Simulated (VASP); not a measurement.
These are PBE GGA, VASP's PBE PAW potentials (set 64) (plane waves; VASP) values and carry that method's errors.

VASP ran on this input.

**INCAR**
```
ALGO = Normal
EDIFF = 1E-6
EDIFFG = -0.01
ENCUT = 300
GGA = PE
IBRION = 2
ISIF = 3
ISMEAR = 0
LASPH = .TRUE.
LCHARG = .FALSE.
LREAL = .FALSE.
LWAVE = .FALSE.
NELM = 100
NSW = 50
PREC = Accurate
SIGMA = 0.136
SYSTEM = Ca3P2
```

File POSCAR:
```
Ca3P2
1.0
  4.4748100000   0.0000000000   0.0000000000
 -2.2374050000   3.8752990000   0.0000000000
  0.0000000000   0.0000000000   6.9724310000
P Ca
2 3
Direct
  0.3333330000   0.6666670000   0.2467000000
  0.6666670000   0.3333330000   0.7533000000
  0.0000000000   0.0000000000   0.0000000000
  0.3333330000   0.6666670000   0.6470000000
  0.6666670000   0.3333330000   0.3530000000
```

**KPOINTS**
```
Automatic mesh
0
Gamma
5 5 3
0 0 0
```

POTCAR, in this order: P Ca_sv (PBE.64 set). Program: vasp_std.

At this cut-off the stress carries a Pulay error, which pulls relaxed volumes low. Energy and stress use the plane-wave basis of the starting cell.

**Question.** Predict the energy per atom (σ→0), volume per atom.

**Answer.** 
- energy per atom (σ→0) = -4.436 eV/atom
- volume per atom = 26.55 Å³/atom

**OSZICAR**
```
...
DAV:   2    -0.221804149013E+02    0.26424E-03   -0.30177E-03   696   0.432E-01    0.847E-02
DAV:   3    -0.221802407915E+02    0.17411E-03   -0.54409E-04   712   0.197E-01    0.148E-02
DAV:   4    -0.221802517499E+02   -0.10958E-04   -0.16478E-04   952   0.468E-02    0.159E-02
DAV:   5    -0.221802505322E+02    0.12177E-05   -0.39430E-06   704   0.161E-02    0.994E-03
DAV:   6    -0.221802492269E+02    0.13053E-05   -0.38972E-06   672   0.131E-02    0.246E-03
DAV:   7    -0.221802482047E+02    0.10222E-05   -0.10925E-06   448   0.495E-03    0.580E-04
DAV:   8    -0.221802482226E+02   -0.17876E-07   -0.34625E-07   336   0.324E-03
  14 F= -.22180248E+02 E0= -.22180248E+02  d E =-.223239E-03
```

The structure was generated: Ca3P2 was put into an ordered model structure, which need not be its known phase. This run relaxes it. Symmetry was kept, so distortions that lower it aren't found. The run is one of a series of settings (EDIFFG = -0.01, IBRION = 2, ISIF = 3, NSW = 50 against the base run), some of them coarse on purpose.
